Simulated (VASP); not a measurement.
Level of theory: optB88-vdW, VASP's PBE PAW potentials (set 64) (plane waves; VASP 6.6.1).

VASP ran on this input.

File POSCAR:
```
WS2
1.0
  1.5729433992  -2.7244178629   0.0000000000
  1.5729433992   2.7244178629   0.0000000000
  0.0000000000   0.0000000000  12.3157635210
W S
2 4
Cartesian
  1.5729433992   0.9081411039   3.0789408802
  1.5729433992  -0.9081411039   9.2368226407
  1.5729433992   0.9081411039  10.8064698827
  1.5729433992  -0.9081411039   4.6485881222
  1.5729433992  -0.9081411039   1.5092936383
  1.5729433992   0.9081411039   7.6671753988
```

**INCAR**
```
SYSTEM = WS2
PREC = Accurate; ENCUT = 520; LREAL = .False.
LASPH = .True.
EDIFF = 1E-6; NELM = 100; ALGO = Normal
LMAXMIX = 6
ISMEAR = 0; SIGMA = 0.05
GGA = BO; LUSE_VDW = .True.; AGGAC = 0.0
PARAM1 = 0.1833333333; PARAM2 = 0.22
IBRION = 2; NSW = 60; ISIF = 3
EDIFFG = -0.02
LWAVE = .False.; LCHARG = .False.
```

### KPOINTS
```
K-points
0
G
  7 7 2
```

POTCAR, in this order: W_sv S (PBE.64 set). Program: vasp_std.

Output

File OSZICAR:
```
...
DAV:   1    -0.361345625654E+02   -0.17447E+01   -0.39219E+01  1048   0.528E+01    0.152E+01
DAV:   2    -0.349723764062E+02    0.11622E+01   -0.49255E+00  1135   0.157E+01    0.444E+00
DAV:   3    -0.347158819105E+02    0.25649E+00   -0.94159E-01  1181   0.467E+00    0.185E+00
DAV:   4    -0.346809587546E+02    0.34923E-01   -0.14595E-01  1163   0.241E+00    0.128E+00
DAV:   5    -0.346766193243E+02    0.43394E-02   -0.24072E-02  1254   0.101E+00    0.987E-01
DAV:   6    -0.346747818686E+02    0.18375E-02   -0.11123E-02  1356   0.545E-01    0.205E-01
DAV:   7    -0.346743936239E+02    0.38824E-03   -0.34612E-03  1198   0.405E-01    0.892E-02
DAV:   8    -0.346743862941E+02    0.73298E-05   -0.12875E-04  1236   0.829E-02    0.725E-02
DAV:   9    -0.346743846924E+02    0.16017E-05   -0.16313E-05  1120   0.296E-02    0.125E-02
DAV:  10    -0.346743841780E+02    0.51446E-06   -0.37182E-06  1020   0.114E-02
   3 F= -.34674384E+02 E0= -.34674384E+02  d E =-.675993E-01
       N       E                     dE             d eps       ncg     rms          rms(c)
DAV:   1    -0.346745567720E+02   -0.17208E-03   -0.36693E-03  1069   0.527E-01    0.149E-01
DAV:   2    -0.346744495297E+02    0.10724E-03   -0.50249E-04  1171   0.157E-01    0.485E-02
DAV:   3    -0.346744248994E+02    0.24630E-04   -0.11167E-04  1267   0.478E-02    0.184E-02
DAV:   4    -0.346744210902E+02    0.38092E-05   -0.18345E-05  1222   0.274E-02    0.103E-02
DAV:   5    -0.346744215054E+02   -0.41524E-06   -0.23759E-06   859   0.103E-02
   4 F= -.34674422E+02 E0= -.34674422E+02  d E =-.676366E-01
       N       E                     dE             d eps       ncg     rms          rms(c)
DAV:   1    -0.347098750052E+02   -0.35454E-01   -0.11240E+00  1006   0.786E+00    0.129E+00
DAV:   2    -0.346874272033E+02    0.22448E-01   -0.82838E-02  1155   0.172E+00    0.499E-01
DAV:   3    -0.346821985207E+02    0.52287E-02   -0.13441E-02  1166   0.726E-01    0.306E-01
DAV:   4    -0.346814109149E+02    0.78761E-03   -0.10279E-03  1228   0.189E-01    0.212E-01
DAV:   5    -0.346810782199E+02    0.33269E-03   -0.88943E-04  1122   0.164E-01    0.609E-02
DAV:   6    -0.346810786929E+02   -0.47302E-06   -0.57414E-05  1321   0.452E-02    0.462E-02
DAV:   7    -0.346810776046E+02    0.10883E-05   -0.10698E-05  1110   0.190E-02    0.191E-02
DAV:   8    -0.346810779520E+02   -0.34743E-06   -0.11587E-06   762   0.682E-03
   5 F= -.34681078E+02 E0= -.34681078E+02  d E =-.665645E-02
       N       E                     dE             d eps       ncg     rms          rms(c)
DAV:   1    -0.346811799637E+02   -0.10236E-03   -0.31095E-03  1006   0.413E-01    0.685E-02
DAV:   2    -0.346811167328E+02    0.63231E-04   -0.23182E-04  1155   0.901E-02    0.261E-02
DAV:   3    -0.346811024151E+02    0.14318E-04   -0.37344E-05  1194   0.384E-02    0.165E-02
DAV:   4    -0.346811003796E+02    0.20355E-05   -0.26661E-06   878   0.100E-02    0.113E-02
DAV:   5    -0.346810998361E+02    0.54350E-06   -0.30928E-06   760   0.103E-02
   6 F= -.34681100E+02 E0= -.34681100E+02  d E =-.667833E-02
       N       E                     dE             d eps       ncg     rms          rms(c)
DAV:   1    -0.346823203381E+02   -0.12200E-02   -0.47186E-02   992   0.132E+00    0.213E-01
DAV:   2    -0.346817509431E+02    0.56939E-03   -0.54026E-03  1116   0.465E-01    0.143E-01
DAV:   3    -0.346816686165E+02    0.82327E-04   -0.26769E-04  1168   0.912E-02    0.658E-02
DAV:   4    -0.346816222217E+02    0.46395E-04   -0.15816E-04  1141   0.533E-02    0.265E-02
DAV:   5    -0.346816182020E+02    0.40198E-05   -0.16144E-05  1290   0.261E-02    0.177E-02
DAV:   6    -0.346816174279E+02    0.77404E-06   -0.42187E-06  1004   0.112E-02
   7 F= -.34681617E+02 E0= -.34681617E+02  d E =-.517592E-03
       N       E                     dE             d eps       ncg     rms          rms(c)
DAV:   1    -0.346890477458E+02   -0.74295E-02   -0.42385E-01   992   0.397E+00    0.654E-01
DAV:   2    -0.346839393021E+02    0.51084E-02   -0.48702E-02  1123   0.140E+00    0.427E-01
DAV:   3    -0.346831821010E+02    0.75720E-03   -0.24249E-03  1154   0.275E-01    0.198E-01
DAV:   4    -0.346827596455E+02    0.42246E-03   -0.14306E-03  1148   0.160E-01    0.789E-02
DAV:   5    -0.346827289479E+02    0.30698E-04   -0.14145E-04  1261   0.773E-02    0.530E-02
DAV:   6    -0.346827271203E+02    0.18276E-05   -0.37768E-05  1176   0.334E-02    0.180E-02
DAV:   7    -0.346827249625E+02    0.21578E-05   -0.97015E-06  1049   0.166E-02    0.607E-03
DAV:   8    -0.346827248198E+02    0.14269E-06   -0.10613E-06   636   0.669E-03
   8 F= -.34682725E+02 E0= -.34682725E+02  d E =-.162498E-02
       N       E                     dE             d eps       ncg     rms          rms(c)
DAV:   1    -0.347081254766E+02   -0.25401E-01   -0.16917E+00   992   0.793E+00    0.134E+00
DAV:   2    -0.346878630542E+02    0.20262E-01   -0.19469E-01  1109   0.280E+00    0.853E-01
DAV:   3    -0.346848623632E+02    0.30007E-02   -0.98651E-03  1147   0.554E-01    0.403E-01
DAV:   4    -0.346831539082E+02    0.17085E-02   -0.57737E-03  1148   0.320E-01    0.162E-01
DAV:   5    -0.346830329681E+02    0.12094E-03   -0.57283E-04  1261   0.155E-01    0.105E-01
DAV:   6    -0.346830316115E+02    0.13566E-05   -0.14858E-04  1190   0.661E-02    0.367E-02
DAV:   7    -0.346830241414E+02    0.74701E-05   -0.37484E-05  1148   0.328E-02    0.118E-02
DAV:   8    -0.346830234648E+02    0.67665E-06   -0.42167E-06  1100   0.107E-02
   9 F= -.34683023E+02 E0= -.34683023E+02  d E =-.192363E-02
       N       E                     dE             d eps       ncg     rms          rms(c)
DAV:   1    -0.346865983476E+02   -0.35742E-02   -0.22707E-01   992   0.288E+00    0.460E-01
DAV:   2    -0.346838276237E+02    0.27707E-02   -0.25640E-02  1101   0.101E+00    0.306E-01
DAV:   3    -0.346834433179E+02    0.38431E-03   -0.12405E-03  1132   0.198E-01    0.141E-01
DAV:   4    -0.346832216915E+02    0.22163E-03   -0.71409E-04  1143   0.112E-01    0.573E-02
DAV:   5    -0.346832035631E+02    0.18128E-04   -0.87476E-05  1253   0.603E-02    0.392E-02
DAV:   6    -0.346832051740E+02   -0.16110E-05   -0.20631E-05  1043   0.253E-02    0.127E-02
DAV:   7    -0.346832046714E+02    0.50267E-06   -0.46857E-06   968   0.124E-02
  10 F= -.34683205E+02 E0= -.34683205E+02  d E =-.210484E-02
       N       E                     dE             d eps       ncg     rms          rms(c)
DAV:   1    -0.346843296737E+02   -0.11245E-02   -0.26320E-02  1071   0.126E+00    0.263E-01
DAV:   2    -0.346836148455E+02    0.71483E-03   -0.49013E-03  1167   0.464E-01    0.139E-01
DAV:   3    -0.346834856105E+02    0.12923E-03   -0.38737E-04  1144   0.967E-02    0.432E-02
DAV:   4    -0.346834468673E+02    0.38743E-04   -0.12275E-04  1092   0.593E-02    0.280E-02
DAV:   5    -0.346834432377E+02    0.36297E-05   -0.83163E-06  1200   0.202E-02    0.188E-02
DAV:   6    -0.346834406075E+02    0.26302E-05   -0.44345E-06   931   0.114E-02    0.270E-03
DAV:   7    -0.346834403506E+02    0.25694E-06   -0.95564E-07   524   0.596E-03
  11 F= -.34683440E+02 E0= -.34683440E+02  d E =-.235679E-03
       N       E                     dE             d eps       ncg     rms          rms(c)
DAV:   1    -0.346867745391E+02   -0.33339E-02   -0.93548E-02  1071   0.239E+00    0.494E-01
DAV:   2    -0.346842368124E+02    0.25377E-02   -0.17325E-02  1167   0.872E-01    0.260E-01
DAV:   3    -0.346837756772E+02    0.46114E-03   -0.13714E-03  1136   0.182E-01    0.805E-02
DAV:   4    -0.346836401838E+02    0.13549E-03   -0.44199E-04  1100   0.111E-01    0.520E-02
DAV:   5    -0.346836295384E+02    0.10645E-04   -0.30747E-05  1255   0.390E-02    0.358E-02
DAV:   6    -0.346836224836E+02    0.70548E-05   -0.16510E-05  1094   0.220E-02    0.526E-03
DAV:   7    -0.346836218269E+02    0.65666E-06   -0.36235E-06   850   0.114E-02
  12 F= -.34683622E+02 E0= -.34683622E+02  d E =-.417156E-03
```

File OUTCAR:
```
------------------------ aborting loop because EDIFF is reached ----------------------------------------
  FORCE on cell =-STRESS in cart. coord.  units (eV):
  Direction    XX          YY          ZZ          XY          YZ          ZX
  --------------------------------------------------------------------------------------
  Total        0.0250232      0.0250232     -0.0119684      0.0000000      0.0000000      0.0000000
  in kB        0.3625906      0.3625905     -0.1734243      0.0000000      0.0000000      0.0000000
  external PRESSURE =       0.1839189 kB  Pullay stress =       0.0000000 kB
  volume of cell :      110.57
      direct lattice vectors                 reciprocal lattice vectors
     1.596821841 -2.765776536  0.000000000     0.313121970 -0.180781055 -0.000000000
     1.596821841  2.765776536 -0.000000000     0.313121970  0.180781055  0.000000000
     0.000000000 -0.000000000 12.517933753    -0.000000000  0.000000000  0.079885388
 POSITION                                       TOTAL-FORCE (eV/Angst)
 -----------------------------------------------------------------------------------
      1.59682      0.92193      3.12948        -0.000000     -0.000000      0.000000
      1.59682     -0.92193      9.38845         0.000000      0.000000      0.000000
      1.59682      0.92193     10.96651        -0.000000      0.000000     -0.001843
      1.59682     -0.92193      4.70754         0.000000     -0.000000     -0.001843
      1.59682     -0.92193      1.55142         0.000000     -0.000000      0.001843
      1.59682      0.92193      7.81039         0.000000      0.000000      0.001843
 -----------------------------------------------------------------------------------
    total drift:                                0.000000      0.001175     -0.000033
  FREE ENERGIE OF THE ION-ELECTRON SYSTEM (eV)
  ---------------------------------------------------
  free  energy   TOTEN  =       -34.6836218269 eV

  energy  without entropy=      -34.6836218269  energy(sigma->0) =      -34.68362183

 reached required accuracy - stopping structural energy minimisation
```
(Selected blocks of OUTCAR.)

### CONTCAR
```
WS2
   1.00000000000000
     1.5968218408808588   -2.7657765360938917    0.0000000000000000
     1.5968218408808588    2.7657765360938917   -0.0000000000000000
     0.0000000000000000   -0.0000000000000000   12.5179337534471422
  W               S
     2     4
Direct
     0.3333330000000032    0.6666669999999968    0.2500000000000000
     0.6666669999999968    0.3333330000000032    0.7500000000000000
     0.3333330000000032    0.6666669999999968    0.8760639101479926
     0.6666669999999968    0.3333330000000032    0.3760639101479926
     0.6666669999999968    0.3333330000000032    0.1239360898520074
     0.3333330000000032    0.6666669999999968    0.6239360898520074
```

Energy and stress use the plane-wave basis of the starting cell.

The compound is WS2 in the 2H layered structure. This run relaxes it. Symmetry was kept, so distortions that lower it aren't found. The start is the result of an earlier pass.
